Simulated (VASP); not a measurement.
Input:

```
AlLa3
1.0
    4.87947     0.00000     0.00000
    0.00000     4.87947     0.00000
    0.00000     0.00000     4.87947
La Al
3 1
Cartesian
  0.00000   2.43973   2.43973
  2.43973   0.00000   2.43973
  2.43973   2.43973   0.00000
  0.00000   0.00000   0.00000
```

These are PBEsol GGA, VASP's PBE PAW potentials (set 64) (plane waves; VASP) values and carry that method's errors. Numerical set-up: 400 eV cut-off, 7×7×7 Γ-centred mesh, tetrahedra with Blöchl corrections, potentials La Al.

Problem. The job: La₃Al (space group Pm-3m), 4 atoms, PBEsol, static run, 400 eV, 7×7×7 Γ-centred mesh. Roughly how much core time does it take on a busy server core?

Solution. About 30 core-seconds (one run on a shared machine, a rough figure). It had 20 irreducible k-points, 22 bands, up to 2128 plane waves and 14 electronic steps.

The structure comes from a computed database's La3Al entry (Pm-3m); how it stands against other phases isn't given here. It was relaxed first, which changed the volume by -6 %.
